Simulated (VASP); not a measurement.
# Sr2H6Os (Fm-3m) in VASP: single point with LDA

Aim: the single point of Sr2H6Os with LDA.

Everything below comes from runs of VASP 6.6.1. Logs are shortened: lines on timing, memory, paths and dates and some standing lists are left out, and cuts for length are marked.

## 1. The crystal as given

The structure is cubic, space group Fm-3m (No. 225). Conventional cell: a = 7.625 Å, b = 7.625 Å, c = 7.625 Å, α = 90.00°, β = 90.00°, γ = 90.00°. Sr (site symmetry -43m) has 12 H at 2.70 Å as nearest neighbours. Around H (site symmetry 4mm) lie 1 Os at 1.72 Å. Os (site symmetry m-3m) has 6 H at 1.72 Å as nearest neighbours.

The cell comes from a database or a generator and needn't be the stable form of this composition.

## 2. Single point, LDA

Contents of INCAR:

```
SYSTEM = Sr2H6Os
PREC     = Accurate       ! precision mode
ENCUT    = 520            ! plane-wave cutoff, eV
EDIFF    = 1E-6           ! SCF threshold, eV
ISMEAR   = -1             ! smearing method
SIGMA    = 0.05           ! smearing width, eV
LREAL    = .FALSE.        ! projectors in reciprocal space
LASPH    = .TRUE.         ! aspherical terms in the spheres
NELM     = 100            ! most SCF steps
ALGO     = Normal         ! electronic algorithm
ISIF     = 2              ! what is computed and relaxed
LWAVE    = .FALSE.        ! write WAVECAR
LCHARG   = .FALSE.        ! write CHGCAR
GGA      = CA             ! functional
NBANDS   = 27             ! bands
```

Contents of KPOINTS:

```
Automatic mesh
0
G
  6 6 6
  0 0 0
```

Contents of POSCAR:

```
Sr2H6Os
1.0
    0.0000000000      3.8122800000      3.8122800000
    3.8122800000      0.0000000000      3.8122800000
    3.8122800000      3.8122800000      0.0000000000
Sr H Os
2 6 1
Direct
    0.7500000000      0.7500000000      0.7500000000
    0.2500000000      0.2500000000      0.2500000000
    0.7738500000      0.7738500000      0.2261500000
    0.2261500000      0.7738500000      0.2261500000
    0.7738500000      0.2261500000      0.2261500000
    0.2261500000      0.2261500000      0.7738500000
    0.7738500000      0.2261500000      0.7738500000
    0.2261500000      0.7738500000      0.7738500000
    0.0000000000      0.0000000000      0.0000000000
```

Potentials or basis: VASP PAW LDA potentials, release 64 (Sr_sv, H, Os).

Started as:

```bash
$ cat potpaw_LDA.64/Sr_sv/POTCAR potpaw_LDA.64/H/POTCAR potpaw_LDA.64/Os/POTCAR > POTCAR
$ mpirun -np 1 vasp_std > vasp.out
```

OUTCAR:

```text
SYSTEM = Sr2H6Os
   PREC = Accurate
   ENCUT = 520
   EDIFF = 1E-6
   ISMEAR = -1
   LREAL = .FALSE.
   LASPH = .TRUE.
   NELM = 100
   ISIF = 2
   GGA = CA

 ion  position               nearest neighbor table
   1  0.750  0.750  0.750-   3 2.70   7 2.70   8 2.70   3 2.70   4 2.70   5 2.70   5 2.70   6 2.70
                             7 2.70   4 2.70   6 2.70   8 2.70   9 3.30   9 3.30   9 3.30   9 3.30
   2  0.250  0.250  0.250-   3 2.70   5 2.70   7 2.70   3 2.70   4 2.70   8 2.70   6 2.70   7 2.70
                             8 2.70   4 2.70   5 2.70   6 2.70   9 3.30   9 3.30   9 3.30   9 3.30
   3  0.774  0.774  0.226-   9 1.72   1 2.70   1 2.70   2 2.70   2 2.70
   4  0.226  0.774  0.226-   9 1.72   1 2.70   2 2.70   1 2.70   2 2.70
   5  0.774  0.226  0.226-   9 1.72   1 2.70   2 2.70   1 2.70   2 2.70
   6  0.226  0.226  0.774-   9 1.72   1 2.70   2 2.70   1 2.70   2 2.70
   7  0.774  0.226  0.774-   9 1.72   1 2.70   1 2.70   2 2.70   2 2.70
   8  0.226  0.774  0.774-   9 1.72   1 2.70   1 2.70   2 2.70   2 2.70
   9  0.000  0.000  0.000-   3 1.72   4 1.72   5 1.72   6 1.72   7 1.72   8 1.72   1 3.30   2 3.30
                             1 3.30   1 3.30   1 3.30   2 3.30   2 3.30   2 3.30

  LATTYP: Found a face centered cubic cell.
 ALAT       =     7.6245600000

  Lattice vectors:

 A1 = (   0.0000000000,   3.8122800000,   3.8122800000)
 A2 = (   3.8122800000,   0.0000000000,   3.8122800000)
 A3 = (   3.8122800000,   3.8122800000,   0.0000000000)

Analysis of symmetry for initial positions (statically):
=====================================================================
 Subroutine PRICEL returns:
 Original cell was already a primitive cell.

 Routine SETGRP: Setting up the symmetry group for a
 face centered cubic supercell.

 Subroutine GETGRP returns: Found 48 space group operations
 (whereof 48 operations were pure point group operations)
 out of a pool of 48 trial point group operations.

The static configuration has the point symmetry O_h .

Analysis of symmetry for dynamics (positions and initial velocities):
=====================================================================
 Subroutine PRICEL returns:
 Original cell was already a primitive cell.

 Routine SETGRP: Setting up the symmetry group for a
 face centered cubic supercell.

 Subroutine GETGRP returns: Found 48 space group operations
 (whereof 48 operations were pure point group operations)
 out of a pool of 48 trial point group operations.

The dynamic configuration has the point symmetry O_h .

 Subroutine INISYM returns: Found 48 space group operations
 (whereof 48 operations are pure point group operations),
 and found     1 'primitive' translations

----------------------------------------------------------------------------------------

                                     Primitive cell

  volume of cell :     110.8114

  direct lattice vectors                    reciprocal lattice vectors
     0.000000000  3.812280000  3.812280000    -0.131155109  0.131155109  0.131155109
     3.812280000  0.000000000  3.812280000     0.131155109 -0.131155109  0.131155109
     3.812280000  3.812280000  0.000000000     0.131155109  0.131155109 -0.131155109

  length of vectors
     5.391378080  5.391378080  5.391378080     0.227167313  0.227167313  0.227167313

  position of ions in fractional coordinates (direct lattice)
     0.750000000  0.750000000  0.750000000
     0.250000000  0.250000000  0.250000000
     0.773850000  0.773850000  0.226150000
     0.226150000  0.773850000  0.226150000
     0.773850000  0.226150000  0.226150000
     0.226150000  0.226150000  0.773850000
     0.773850000  0.226150000  0.773850000
     0.226150000  0.773850000  0.773850000
     0.000000000  0.000000000  0.000000000

  ion indices of the primitive-cell ions
   primitive index   ion index
                 1           1
                 2           2
                 3           3
                 4           4
                 5           5
                 6           6
                 7           7
                 8           8
                 9           9

----------------------------------------------------------------------------------------

 KPOINTS: Automatic mesh

Automatic generation of k-mesh.
 Grid dimensions read from file:
 generate k-points for:    6    6    6

 Generating k-lattice:

  Cartesian coordinates                     Fractional coordinates (reciprocal lattice)
    -0.021859185  0.021859185  0.021859185     0.166666667  0.000000000  0.000000000
     0.021859185 -0.021859185  0.021859185     0.000000000  0.166666667  0.000000000
     0.021859185  0.021859185 -0.021859185     0.000000000  0.000000000  0.166666667

  Length of vectors
     0.037861219  0.037861219  0.037861219

  Shift w.r.t. Gamma in fractional coordinates (k-lattice)
     0.000000000  0.000000000  0.000000000

 Subroutine IBZKPT returns following result:
 ===========================================

 Found     16 irreducible k-points:

 Following reciprocal coordinates:
            Coordinates               Weight
  0.000000  0.000000  0.000000      1.000000
  0.166667  0.000000  0.000000      8.000000
  0.333333  0.000000  0.000000      8.000000
  0.500000  0.000000  0.000000      4.000000
  0.166667  0.166667  0.000000      6.000000
  0.333333  0.166667  0.000000     24.000000
[... 8 lines left out ...]
 -0.333333  0.333333  0.166667     24.000000
 -0.333333  0.500000  0.166667     12.000000
   k-points           NKPTS =     16   k-points in BZ     NKDIM =     16   number of bands    NBANDS=     27
   number of dos      NEDOS =    301   number of ions     NIONS =      9
   total plane-waves  NPLWV =  64000
   dimension x,y,z NGX =    40 NGY =   40 NGZ =   40
   dimension x,y,z NGXF=    80 NGYF=   80 NGZF=   80
   ions per type =               2   6   1
   NGX,Y,Z   is equivalent  to a cutoff of  12.33, 12.33, 12.33 a.u.
   NGXF,Y,Z  is equivalent  to a cutoff of  24.67, 24.67, 24.67 a.u.
 SYSTEM =  Sr2H6Os
   PREC   = accura    normal or accurate (medium, high low for compatibility)
   ISTART =      0    job   : 0-new  1-cont  2-samecut
   ICHARG =      2    charge: 1-file 2-atom 10-const
   ISPIN  =      1    spin polarized calculation?
   LNONCOLLINEAR =      F non collinear calculations
   LSORBIT =      F    spin-orbit coupling
   LASPH  =      T    aspherical Exc in radial PAW
   ENCUT  =  520.0 eV  38.22 Ry    6.18 a.u.  10.02 10.02 10.02*2*pi/ulx,y,z
   NELM   =    100;   NELMIN=  2; NELMDL= -5     # of ELM steps
   EDIFF  = 0.1E-05   stopping-criterion for ELM
   LREAL  =      F    real-space projection
   EDIFFG = 0.1E-04   stopping-criterion for IOM
   NSW    =      0    number of steps for IOM
   IBRION =     -1    ionic relax: 0-MD 1-quasi-New 2-CG
   NFREE  =      0    steps in history (QN), initial steepest desc. (CG)
   ISIF   =      2    stress and relaxation
   ISYM   =      2    0-nonsym 1-usesym 2-fastsym
   POTIM  = 0.5000    time-step for ionic-motion
   TEBEG  =    0.0;   TEEND  =   0.0 temperature during run
   PSTRESS=    0.0 pullay stress
   NELECT =      34.0000    total number of electrons
   NUPDOWN=      -1.0000    fix difference up-down
   EMIN   =  10.00;   EMAX   =-10.00  energy-range for DOS
   EFERMI =   0.00;   METHOD = LEGACY
   ISMEAR =    -1;   SIGMA  =   0.05  broadening in eV -4-tet -1-fermi 0-gaus
   EFERMI_NEDOS =   21; number of points for ismear=-14 and -15
   IALGO  =     38    algorithm
   IMIX   =      4    mixing-type and parameters
     AMIX     =   0.40;   BMIX     =  1.00
     AMIX_MAG =   1.60;   BMIX_MAG =  1.00
  volume/ion in A,a.u.               =      12.31        83.09
  Fermi-wavevector in a.u.,A,eV,Ry     =   1.104180  2.086597 16.588391  1.219212
  Thomas-Fermi vector in A             =   2.240649
   LORBIT       =      0    0 simple, 1 ext, 2 COOP (PROOUT), +10 PAW based schemes
   GGA     = CA    functional components
   LHFCALC =     F    Hartree Fock is set to
   AEXX    =    0.0000 exact exchange contribution
   IVDW    =     0    specifies the selected vdW correction
   LEPSILON=     F    determine dielectric tensor
   LRPA    =     F    only Hartree local field effects (RPA)
 non-spin polarized calculation
  energy-cutoff  :      520.00
  volume of cell :      110.81
 maximum number of plane-waves:      3002
   NGX = 21   NGY = 21   NGZ = 21

 number of electron      33.9999998 magnetization

 Free energy of the ion-electron system (eV)
  ---------------------------------------------------
  ext. energy  EPLUGINS =         0.00000000
  ---------------------------------------------------
  free energy    TOTEN  =       -43.10179456 eV

  energy without entropy =      -43.10179456  energy(sigma->0) =      -43.10179456

 E-fermi :   2.3247     XC(G=0):  -9.6690

 val. band max:        1.1340009326   @ k =   0.0000   0.0000   0.0000
 cond. band min:       3.3819052556   @ k =   0.5000   0.5000   0.0000
 fundamental gap:      2.2479043230
 Fermi energy:         2.3247255292

 k-point     1 :       0.0000    0.0000    0.0000
  band No.  band energies     occupation
      1     -32.4911      2.00000
      2     -32.4209      2.00000
      3     -14.7659      2.00000
      4     -14.7659      2.00000
      5     -14.7659      2.00000
      6     -14.4941      2.00000
[... 19 lines left out ...]
     26       8.7536      0.00000
     27       9.8289      0.00000

 k-point     2 :       0.1667    0.0000    0.0000
  band No.  band energies     occupation
      1     -32.4861      2.00000
      2     -32.4254      2.00000
      3     -14.7554      2.00000
      4     -14.7501      2.00000
      5     -14.7501      2.00000
      6     -14.5302      2.00000
[... 19 lines left out ...]
     26       8.2310      0.00000
     27       9.4218      0.00000

 k-point     3 :       0.3333    0.0000    0.0000
  band No.  band energies     occupation
      1     -32.4727      2.00000
      2     -32.4379      2.00000
      3     -14.7276      2.00000
      4     -14.7054      2.00000
      5     -14.7054      2.00000
      6     -14.6078      2.00000
[... 19 lines left out ...]
     26       8.1124      0.00000
     27       9.1051      0.00000

 k-point     4 :       0.5000    0.0000    0.0000
  band No.  band energies     occupation
      1     -32.4553      2.00000
      2     -32.4548      2.00000
      3     -14.6939      2.00000
      4     -14.6657      2.00000
      5     -14.6431      2.00000
      6     -14.6431      2.00000
[... 19 lines left out ...]
     26       8.9688      0.00000
     27       8.9861      0.00000
[... 276 lines left out ...]
      4     -14.8000      2.00000
      5     -14.7238      2.00000
      6     -14.5689      2.00000
[... 19 lines left out ...]
     26       8.3507      0.00000
     27       8.4465      0.00000

 k-point    15 :      -0.3333    0.3333    0.1667
  band No.  band energies     occupation
      1     -32.4548      2.00000
      2     -32.4547      2.00000
      3     -14.8585      2.00000
      4     -14.8324      2.00000
      5     -14.6505      2.00000
      6     -14.6477      2.00000
[... 19 lines left out ...]
     26       8.4282      0.00000
     27       8.6599      0.00000

 k-point    16 :      -0.3333    0.5000    0.1667
  band No.  band energies     occupation
      1     -32.4603      2.00000
      2     -32.4490      2.00000
      3     -14.9038      2.00000
      4     -14.8466      2.00000
      5     -14.7369      2.00000
      6     -14.5573      2.00000
[... 19 lines left out ...]
     26       8.4027      0.00000
     27       8.5601      0.00000

------------------------ aborting loop because EDIFF is reached ----------------------------------------

  FORCE on cell =-STRESS in cart. coord.  units (eV):
  Direction    XX          YY          ZZ          XY          YZ          ZX
  --------------------------------------------------------------------------------------
  -------------------------------------------------------------------------------------
  Total       -2.0192340     -2.0192340     -2.0192340      0.0000000      0.0000000      0.0000000
  in kB      -29.1952950    -29.1952950    -29.1952950      0.0000000      0.0000000      0.0000000
  external PRESSURE =     -29.1952950 kB  Pullay stress =       0.0000000 kB

 VOLUME and BASIS-vectors are now :
 -----------------------------------------------------------------------------
  energy-cutoff  :      520.00
  volume of cell :      110.81
      direct lattice vectors                 reciprocal lattice vectors
     0.000000000  3.812280000  3.812280000    -0.131155109  0.131155109  0.131155109
     3.812280000  0.000000000  3.812280000     0.131155109 -0.131155109  0.131155109
     3.812280000  3.812280000  0.000000000     0.131155109  0.131155109 -0.131155109

 POSITION                                       TOTAL-FORCE (eV/Angst)
 -----------------------------------------------------------------------------------
      5.71842      5.71842      5.71842        -0.000000     -0.000000     -0.000000
      1.90614      1.90614      1.90614        -0.000000     -0.000000      0.000000
      3.81228      3.81228      5.90027        -0.000000     -0.000000     -0.027546
      3.81228      1.72429      3.81228        -0.000000      0.027546      0.000000
      1.72429      3.81228      3.81228         0.027546     -0.000000      0.000000
      3.81228      3.81228      1.72429        -0.000000     -0.000000      0.027546
      3.81228      5.90027      3.81228        -0.000000     -0.027546      0.000000
      5.90027      3.81228      3.81228        -0.027546     -0.000000      0.000000
      0.00000      0.00000      0.00000        -0.000000     -0.000000     -0.000000
 -----------------------------------------------------------------------------------
    total drift:                               -0.000000     -0.000000      0.000000

  FREE ENERGIE OF THE ION-ELECTRON SYSTEM (eV)
  ---------------------------------------------------
  free  energy   TOTEN  =       -43.1017945611 eV

  energy  without entropy=      -43.1017945611  energy(sigma->0) =      -43.10179456
```

It took 83 s on 1 thread of Intel Xeon Platinum 8375C at 2.90GHz (Ice Lake), shared host; peak memory 0.22 GiB.

What came out:

```
Free energy            : -43.1018 eV
Pressure               : -2.9 GPa
Largest force          : 0.028 eV/Å
Band gap on the k mesh : 2.25 eV, indirect (least direct gap 2.31 eV)
```

Forces in eV/Å, atoms in the order of the input:
```
Sr   0.000  0.000  0.000
Sr   0.000  0.000  0.000
H    0.000  0.000 -0.028
H    0.000  0.028  0.000
H    0.028  0.000  0.000
H    0.000  0.000  0.028
H    0.000 -0.028  0.000
H   -0.028  0.000  0.000
Os   0.000  0.000  0.000
```

Levels at points of the mesh, in eV from the valence-band top:
```tsv
k point	band 15	band 16	band 17	band 18	band 19	band 20
(0.00, 0.00, 0.00)	0.00	0.00	0.00	3.87	3.94	3.94
(0.50, 0.00, 0.00)	-0.39	-0.10	-0.10	3.86	4.02	4.02
(0.50, 0.50, 0.00)	-0.72	-0.07	-0.07	2.25	3.26	4.34
```

Caveat: spin-orbit coupling is left out, which moves the levels of the heavy elements. LDA gaps usually lie below the measured ones, often by a third to a half.
